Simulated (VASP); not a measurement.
```
CELL_PARAMETERS angstrom
      0.00000     2.33314     2.33314
      2.33314     0.00000     2.33314
      2.33314     2.33314     0.00000
ATOMIC_POSITIONS crystal
  Hf 0.00000 0.00000 0.00000
  C  0.50000 0.50000 0.50000
```

Level of theory: revPBE GGA, VASP's PBE PAW potentials (set 64) (plane waves; VASP 6.6.1). Settings: 520 eV cut-off, Gaussian smearing of 0.050 eV, potentials Hf_pv C.

### Question
Give the energies of bands 5 to 10 at the high-symmetry points, in eV from the Fermi level.

### Answer

```csv
band,Γ,X,U,L,W
5,0.98,-2.63,-3.50,-6.11,-2.98
6,0.98,-1.74,-2.75,-2.96,-2.72
7,0.98,-0.13,-1.65,-2.96,-2.72
8,1.39,-0.13,1.56,5.26,3.64
9,1.39,5.24,5.72,5.26,3.64
10,1.39,6.66,6.11,5.72,6.67
```

It has no gap at this level: it comes out as a metal or semimetal.

The compound is HfC in the rock salt structure. It was relaxed first.
